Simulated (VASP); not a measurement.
Method: PBEsol GGA, VASP's PBE PAW potentials (set 64) (plane waves; VASP).

VASP input:

### KPOINTS
```
Automatic mesh
0
Gamma
18 18 18
0 0 0
```

POSCAR:
```
In
1
   -1.6050458893     1.6050458893     2.4735029567
    1.6050458893    -1.6050458893     2.4735029567
    1.6050458893     1.6050458893    -2.4735029567
In
1
Direct
  0.0000000000   0.0000000000   0.0000000000
```

**INCAR**
```
! general
SYSTEM =In
PREC   =Accurate
ENCUT  =520   ! plane-wave cut-off (eV)
LREAL  =.FALSE.   ! projection in real space or not
LASPH  =.TRUE.   ! aspherical one-centre terms

! electronic loop
EDIFF  =1E-7   ! SCF stop (eV)
NELM   =100   ! most electronic steps
ALGO   =Normal
LMAXMIX=4   ! l cut-off of mixed one-centre charges

! smearing
ISMEAR =-5   ! tetrahedra, Bloechl

! functional
GGA    =PS   ! PBEsol

! ions
ISIF   =2

! output
LWAVE  =.FALSE.
LCHARG =.TRUE.
LORBIT =11
NEDOS  =601   ! DOS grid
```

POTCAR, in this order: In_d (PBE.64 set). Program: vasp_std.

### Question
What will the output report for the number of irreducible k-points (NKPTS), largest plane-wave count, number of space-group operations, FFT grid (NGX, NGY, NGZ)?

### Answer

| Item | Result |
|---|---|
| number of irreducible k-points (NKPTS) | 480 |
| largest plane-wave count | 700 |
| number of space-group operations | 16 |
| FFT grid (NGX, NGY, NGZ) | 28 × 28 × 28 |

The compound is In in the bct structure. It was relaxed first.
